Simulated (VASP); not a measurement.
# NbVTe4 (P2/m) in VASP: relaxation of cell and atoms with PBE

Aim: the relaxation of cell and atoms of NbVTe4 with PBE.

Program: VASP 6.6.1. These are calculated values, not measurements. Logs are shortened: lines on timing, memory, paths and dates and some standing lists are left out, and cuts for length are marked.

## 1. Starting point

The structure is monoclinic, space group P2/m (No. 10). The conventional cell has a = 6.420 Å, b = 3.700 Å, c = 6.750 Å, α = 90.00°, β = 90.00°, γ = 90.00°. Nb (site symmetry 2/m) is surrounded by 6 Te at 2.72 to 2.73 Å. V (site symmetry 2/m) is surrounded by 6 Te at 2.72 to 2.73 Å. Te (site symmetry m) has 2 Nb at 2.72 Å and 1 V at 2.73 Å as nearest neighbours. Te (site symmetry m) is surrounded by 2 V at 2.72 Å and 1 Nb at 2.73 Å.

The cell was built by a generator and needn't be a form met in nature.

## 2. Relaxation of cell and atoms, PBE, collinear spin, ferromagnetic start

File INCAR:

```
  PREC = Normal
  ENCUT = 520
  EDIFF = 1E-4
  ISMEAR = 0
  SIGMA = 0.15
  LREAL = F
  LASPH = T
  NELM = 60
  ALGO = Fast
  ISIF = 3
  LWAVE = F
  LCHARG = F
  ISPIN = 2
  MAGMOM = 0 2 0 0 0 0
  LORBIT = 11
  LMAXMIX = 4
  GGA = PE
  IBRION = 2
  NSW = 24
  EDIFFG = -0.08
  KPAR = 2
```

File KPOINTS:

```
regular mesh
0
Gamma
  2 4 2
```

File POSCAR:

```
NbVTe4
1.0
    6.4200000000      0.0000000000      0.0000000000
    0.0000000000      3.7000000000      0.0000000000
    0.0000000000      0.0000000000      6.7500000000
Nb V Te
1 1 4
Direct
    0.0000000000      0.0000000000      0.0000000000
    0.5000000000      0.5000000000      0.0000000000
    0.1667000000      0.5000000000      0.7500000000
    0.8333000000      0.5000000000      0.2500000000
    0.6667000000      0.0000000000      0.7500000000
    0.3333000000      0.0000000000      0.2500000000
```

Potentials or basis: VASP PAW PBE potentials, release 64 (Nb_sv, V_sv, Te).

Started as:

```sh
> cat potpaw_PBE.64/Nb_sv/POTCAR potpaw_PBE.64/V_sv/POTCAR potpaw_PBE.64/Te/POTCAR > POTCAR
> mpirun -np 2 vasp_std > vasp.out
```

OUTCAR:

```text
PREC = Normal
   ENCUT = 520
   EDIFF = 1E-4
   ISMEAR = 0
   LREAL = F
   LASPH = T
   NELM = 60
   ISIF = 3
   ISPIN = 2
   LORBIT = 11
   GGA = PE
   IBRION = 2
   NSW = 24
   EDIFFG = -0.08

 ion  position               nearest neighbor table
   1  0.000  0.000  0.000-   3 2.72   4 2.72   3 2.72   4 2.72   5 2.73   6 2.73
   2  0.500  0.500  0.000-   5 2.72   6 2.72   5 2.72   6 2.72   3 2.73   4 2.73
   3  0.167  0.500  0.750-   1 2.72   1 2.72   2 2.73
   4  0.833  0.500  0.250-   1 2.72   1 2.72   2 2.73
   5  0.667  0.000  0.750-   2 2.72   2 2.72   1 2.73
   6  0.333  0.000  0.250-   2 2.72   2 2.72   1 2.73

  LATTYP: Found a simple orthorhombic cell.
 ALAT       =     3.7000000000
 B/A-ratio  =     1.7351351351
 C/A-ratio  =     1.8243243243

  Lattice vectors:

 A1 = (   0.0000000000,  -3.7000000000,   0.0000000000)
 A2 = (   6.4200000000,   0.0000000000,   0.0000000000)
 A3 = (   0.0000000000,   0.0000000000,   6.7500000000)

Analysis of symmetry for initial positions (statically):
=====================================================================
 Subroutine PRICEL returns:
 Original cell was already a primitive cell.

 Routine SETGRP: Setting up the symmetry group for a
 simple orthorhombic supercell.

 Subroutine GETGRP returns: Found  4 space group operations
 (whereof  4 operations were pure point group operations)
 out of a pool of  8 trial point group operations.

The static configuration has the point symmetry C_2h.

Analysis of symmetry for dynamics (positions and initial velocities):
=====================================================================
 Subroutine PRICEL returns:
 Original cell was already a primitive cell.

 Routine SETGRP: Setting up the symmetry group for a
 simple orthorhombic supercell.

 Subroutine GETGRP returns: Found  4 space group operations
 (whereof  4 operations were pure point group operations)
 out of a pool of  8 trial point group operations.

The dynamic configuration has the point symmetry C_2h.

Analysis of structural, dynamic, and magnetic symmetry:
=====================================================================
 Subroutine PRICEL returns:
 Original cell was already a primitive cell.

 Routine SETGRP: Setting up the symmetry group for a
 simple orthorhombic supercell.

 Subroutine GETGRP returns: Found  4 space group operations
 (whereof  4 operations were pure point group operations)
 out of a pool of  8 trial point group operations.

The overall configuration has the point symmetry C_2h.

 Subroutine INISYM returns: Found  4 space group operations
 (whereof  4 operations are pure point group operations),
 and found     1 'primitive' translations

----------------------------------------------------------------------------------------

                                     Primitive cell

  volume of cell :     160.3395

  direct lattice vectors                    reciprocal lattice vectors
     6.420000000  0.000000000  0.000000000     0.155763240  0.000000000  0.000000000
     0.000000000  3.700000000  0.000000000     0.000000000  0.270270270  0.000000000
     0.000000000  0.000000000  6.750000000     0.000000000  0.000000000  0.148148148

  length of vectors
     6.420000000  3.700000000  6.750000000     0.155763240  0.270270270  0.148148148

  position of ions in fractional coordinates (direct lattice)
     0.000000000  0.000000000  0.000000000
     0.500000000  0.500000000  0.000000000
     0.166700000  0.500000000  0.750000000
     0.833300000  0.500000000  0.250000000
     0.666700000  0.000000000  0.750000000
     0.333300000  0.000000000  0.250000000

  ion indices of the primitive-cell ions
   primitive index   ion index
                 1           1
                 2           2
                 3           3
                 4           4
                 5           5
                 6           6

----------------------------------------------------------------------------------------
[... 36 lines left out ...]
  0.500000  0.250000  0.500000      2.000000
  0.000000  0.500000  0.500000      1.000000
  0.500000  0.500000  0.500000      1.000000
   k-points           NKPTS =     12   k-points in BZ     NKDIM =     12   number of bands    NBANDS=     31
   number of dos      NEDOS =    301   number of ions     NIONS =      6
   total plane-waves  NPLWV =  34560
   dimension x,y,z NGX =    36 NGY =   24 NGZ =   40
   dimension x,y,z NGXF=    72 NGYF=   48 NGZF=   80
   ions per type =               1   1   4
   NGX,Y,Z   is equivalent  to a cutoff of   9.32, 10.78,  9.85 a.u.
   NGXF,Y,Z  is equivalent  to a cutoff of  18.64, 21.57, 19.70 a.u.
 SYSTEM =  unknown system
   PREC   = normal    normal or accurate (medium, high low for compatibility)
   ISTART =      0    job   : 0-new  1-cont  2-samecut
   ICHARG =      2    charge: 1-file 2-atom 10-const
   ISPIN  =      2    spin polarized calculation?
   LNONCOLLINEAR =      F non collinear calculations
   LSORBIT =      F    spin-orbit coupling
   LASPH  =      T    aspherical Exc in radial PAW
   ENCUT  =  520.0 eV  38.22 Ry    6.18 a.u.  11.94  6.88 12.55*2*pi/ulx,y,z
   NELM   =     60;   NELMIN=  2; NELMDL= -5     # of ELM steps
   EDIFF  = 0.1E-03   stopping-criterion for ELM
   LREAL  =      F    real-space projection
   EDIFFG = -.8E-01   stopping-criterion for IOM
   NSW    =     24    number of steps for IOM
   IBRION =      2    ionic relax: 0-MD 1-quasi-New 2-CG
   NFREE  =      1    steps in history (QN), initial steepest desc. (CG)
   ISIF   =      3    stress and relaxation
   ISYM   =      2    0-nonsym 1-usesym 2-fastsym
   POTIM  = 0.5000    time-step for ionic-motion
   TEBEG  =    0.0;   TEEND  =   0.0 temperature during run
   PSTRESS=    0.0 pullay stress
   NELECT =      50.0000    total number of electrons
   NUPDOWN=      -1.0000    fix difference up-down
   EMIN   =  10.00;   EMAX   =-10.00  energy-range for DOS
   EFERMI =   0.00;   METHOD = LEGACY
   ISMEAR =     0;   SIGMA  =   0.15  broadening in eV -4-tet -1-fermi 0-gaus
   EFERMI_NEDOS =   21; number of points for ismear=-14 and -15
   IALGO  =     68    algorithm
   IMIX   =      4    mixing-type and parameters
     AMIX     =   0.40;   BMIX     =  1.00
     AMIX_MAG =   1.60;   BMIX_MAG =  1.00
  volume/ion in A,a.u.               =      26.72       180.34
  Fermi-wavevector in a.u.,A,eV,Ry     =   1.110158  2.097894 16.768500  1.232450
  Thomas-Fermi vector in A             =   2.246706
   LORBIT       =     11    0 simple, 1 ext, 2 COOP (PROOUT), +10 PAW based schemes
   GGA     = PE    functional components
   LHFCALC =     F    Hartree Fock is set to
   AEXX    =    0.0000 exact exchange contribution
   IVDW    =     0    specifies the selected vdW correction
   LEPSILON=     F    determine dielectric tensor
   LRPA    =     F    only Hartree local field effects (RPA)
 conjugate gradient relaxation of ions
 spin polarized calculation
 RMM-DIIS sequential band-by-band and
 Gauss-broadening in eV      SIGMA  =   0.15
  energy-cutoff  :      520.00
  volume of cell :      160.34
 maximum number of plane-waves:      4356
   NGX = 23   NGY = 13   NGZ = 25

--------------------------------------- Ionic step        1  -------------------------------------------

 number of electron      49.9999990 magnetization       1.5260737

 Free energy of the ion-electron system (eV)
  ---------------------------------------------------
  ext. energy  EPLUGINS =         0.00000000
  ---------------------------------------------------
  free energy    TOTEN  =       -33.77417646 eV

  energy without entropy =      -33.74150575  energy(sigma->0) =      -33.75784110

------------------------ aborting loop because EDIFF is reached ----------------------------------------

  FORCE on cell =-STRESS in cart. coord.  units (eV):
  Direction    XX          YY          ZZ          XY          YZ          ZX
  --------------------------------------------------------------------------------------
  -------------------------------------------------------------------------------------
  Total        2.0558545      2.8702623      6.7675284      0.0000000      0.0000000     -0.2905172
  in kB       20.5429318     28.6808251     67.6238889      0.0000000      0.0000000     -2.9029656
  external PRESSURE =      38.9492153 kB  Pullay stress =       0.0000000 kB
[... 101 lines left out ...]
  FREE ENERGIE OF THE ION-ELECTRON SYSTEM (eV)
  ---------------------------------------------------
  free  energy   TOTEN  =       -33.9593078526 eV

  energy  without entropy=      -33.9279611716  energy(sigma->0) =      -33.94363451

[... ionic steps 4 to 10 ...]

--------------------------------------- Ionic step       11  -------------------------------------------

 number of electron      50.0000054 magnetization       1.3969415

------------------------ aborting loop because EDIFF is reached ----------------------------------------
[... 75 lines left out ...]
--------------------------------------- Ionic step       13  -------------------------------------------

 number of electron      50.0000055 magnetization       1.4102307

 Free energy of the ion-electron system (eV)
  ---------------------------------------------------
  ext. energy  EPLUGINS =         0.00000000
  ---------------------------------------------------
  free energy    TOTEN  =       -34.03279308 eV

  energy without entropy =      -34.00396058  energy(sigma->0) =      -34.01837683

 E-fermi :   7.0253     XC(G=0):  -9.8537

 val. band max:        6.9707883434   @ k =   0.0000   0.0000   0.5000
 cond. band min:       7.0530718629   @ k =   0.0000   0.0000   0.0000
 fundamental gap:      0.0822835194
 Fermi energy:         7.0252546974

 spin component 1

 k-point     1 :       0.0000    0.0000    0.0000
  band No.  band energies     occupation
      1     -58.0207      1.00000
      2     -48.5103      1.00000
      3     -31.9152      1.00000
      4     -31.8974      1.00000
      5     -31.7997      1.00000
      6     -24.6588      1.00000
[... 397 lines left out ...]
     30       8.7621      0.00000
     31       9.2128      0.00000
 Fermi energy:         7.0252546974

 spin component 2

 k-point     1 :       0.0000    0.0000    0.0000
  band No.  band energies     occupation
      1     -56.6441      1.00000
      2     -48.4604      1.00000
      3     -30.5584      1.00000
      4     -30.5177      1.00000
      5     -30.4447      1.00000
      6     -24.6235      1.00000
[... 430 lines left out ...]
  FREE ENERGIE OF THE ION-ELECTRON SYSTEM (eV)
  ---------------------------------------------------
  free  energy   TOTEN  =       -34.0327930812 eV

  energy  without entropy=      -34.0039605810  energy(sigma->0) =      -34.01837683

 reached required accuracy - stopping structural energy minimisation

 total charge

# of ion       s       p       d       tot
------------------------------------------
    1        2.152   6.004   2.394  10.551
    2        2.204   6.154   3.034  11.393
    3        1.387   1.968   0.048   3.404
    4        1.387   1.968   0.048   3.404
    5        1.387   1.976   0.045   3.408
    6        1.387   1.976   0.045   3.408
--------------------------------------------------
tot          9.906  20.047   5.615  35.568

 magnetization (x)

# of ion       s       p       d       tot
------------------------------------------
    1        0.001  -0.002   0.076   0.075
    2        0.016   0.014   1.356   1.385
    3       -0.002  -0.037   0.002  -0.037
    4       -0.002  -0.037   0.002  -0.037
    5       -0.001  -0.055   0.004  -0.053
    6       -0.001  -0.055   0.004  -0.053
--------------------------------------------------
tot          0.012  -0.173   1.442   1.281
```

It took 3.5 min on 2 MPI ranks of AMD EPYC 9R14 (Zen 4), shared host; peak memory 0.26 GiB.

Results:

| Property | Result |
| --- | --- |
| Free energy | -34.0328 eV |
| Relaxed volume | 27.30 Å³/atom |
| Relaxed cell | a = 6.329 Å, b = 3.661 Å, c = 7.068 Å, α = 90.00°, β = 89.92°, γ = 90.00° |
| Space group after relaxing (to 0.05 Å) | P2/m (No. 10) |
| Energy gained by relaxing | 43.1 meV/atom |
| Ionic steps | 13 |
| Pressure after relaxing | 0.2 GPa |
| Largest force after relaxing | 0.067 eV/Å |
| Band gap on the k mesh | none (metal or under the smearing width) |
| Net moment | 1.41 μB per cell |
| Site moments | Nb +0.07; V +1.39; Te -0.04, -0.05 μB |
| Valence electrons inside the program's atomic spheres | Nb 10.55; V 11.39; Te 3.40, 3.41 |

Forces on the atoms (eV/Å):
```
Nb   0.000  0.000  0.000
V    0.000  0.000  0.000
Te   0.026  0.000  0.025
Te  -0.026  0.000 -0.025
Te  -0.010  0.000  0.066
Te   0.010  0.000 -0.066
```

Step by step:
```csv
step,energy change (eV),largest force (eV/Å),pressure (GPa),volume (Å³)
1,0.0000,1.3924,3.89,160.34
2,-0.0467,0.7474,-4.77,175.82
3,-0.1851,0.3402,-1.08,168.46
4,-0.1853,0.3378,-1.04,168.28
5,-0.2370,0.2322,-0.57,165.95
6,-0.2556,0.1298,-0.07,163.37
7,-0.2557,0.1332,0.08,163.47
8,-0.2510,0.1818,-0.23,164.71
9,-0.2556,0.1394,-0.16,163.63
10,-0.2569,0.0486,0.33,163.06
11,-0.2573,0.0683,0.47,163.20
12,-0.2572,0.0871,0.35,163.31
13,-0.2586,0.0672,0.21,163.78
```

Final structure:
```
Nb V Te
1.0
     6.32874    0.00000    0.00411
     0.00000    3.66139    0.00000
     0.00539    0.00000    7.06812
Nb V Te
1 1 4
Direct
  0.00000 0.00000 0.00000
  0.50000 0.50000 0.00000
  0.17369 0.50000 0.74232
  0.82631 0.50000 0.25768
  0.65895 0.00000 0.74987
  0.34105 0.00000 0.25013
```

Levels at points of the mesh, in eV from the Fermi level:
Spin up:
| k point | band 23 | band 24 | band 25 | band 26 | band 27 | band 28 | band 29 | band 30 |
| --- | --- | --- | --- | --- | --- | --- | --- | --- |
| (0.00, 0.00, 0.00) | -0.71 | -0.57 | -0.43 | -0.37 | 0.71 | 1.11 | 1.28 | 1.30 |
| (0.50, 0.00, 0.00) | -0.97 | -0.84 | -0.81 | -0.63 | 0.13 | 0.74 | 1.01 | 1.41 |
| (0.00, 0.50, 0.00) | -2.20 | -1.85 | -0.13 | 0.22 | 0.35 | 0.62 | 1.10 | 1.21 |
| (0.50, 0.50, 0.00) | -0.98 | -0.84 | -0.83 | -0.72 | 0.14 | 0.71 | 0.90 | 1.57 |
| (0.00, 0.00, 0.50) | -0.56 | -0.44 | -0.40 | -0.05 | 0.72 | 1.12 | 1.15 | 1.20 |
| (0.50, 0.00, 0.50) | -0.94 | -0.81 | -0.70 | -0.39 | 0.51 | 0.88 | 1.33 | 1.55 |
| (0.00, 0.50, 0.50) | -2.24 | -2.04 | -0.17 | -0.09 | 0.26 | 0.59 | 0.61 | 1.51 |
| (0.50, 0.50, 0.50) | -1.25 | -1.20 | -0.55 | -0.45 | 0.14 | 0.71 | 0.90 | 1.74 |
Spin down:
```csv
k point,band 20,band 21,band 22,band 23,band 24,band 25,band 26,band 27,band 28,band 29
"(0.00, 0.00, 0.00)",-1.62,-0.85,-0.59,-0.59,0.03,0.37,0.56,1.22,1.25,1.51
"(0.50, 0.00, 0.00)",-1.44,-1.06,-0.86,-0.82,-0.56,-0.36,0.32,1.02,1.32,1.43
"(0.00, 0.50, 0.00)",-2.95,-2.70,-2.28,-2.18,-1.65,0.65,1.12,1.23,1.43,1.57
"(0.50, 0.50, 0.00)",-2.52,-2.17,-1.77,-0.82,-0.76,-0.37,-0.35,1.48,1.48,1.82
"(0.00, 0.00, 0.50)",-1.60,-1.46,-0.80,-0.57,0.36,0.50,0.76,1.07,1.10,1.51
"(0.50, 0.00, 0.50)",-1.98,-1.62,-1.49,-0.78,-0.33,-0.28,0.48,1.55,1.57,1.58
"(0.00, 0.50, 0.50)",-2.51,-2.46,-2.37,-2.01,-1.96,0.61,0.64,1.02,1.10,1.61
"(0.50, 0.50, 0.50)",-1.88,-1.54,-1.49,-0.71,-0.66,-0.54,-0.49,1.47,1.48,1.85
```

Caveat: the k mesh is coarse (spacing up to 0.49 Å⁻¹), so the values aren't converged; this functional lacks dispersion, which binds the layers, so the pressure and a relaxed spacing across them are unreliable; the relaxation stopped at a loose force limit of 0.08 eV/Å, so its end isn't a converged minimum.
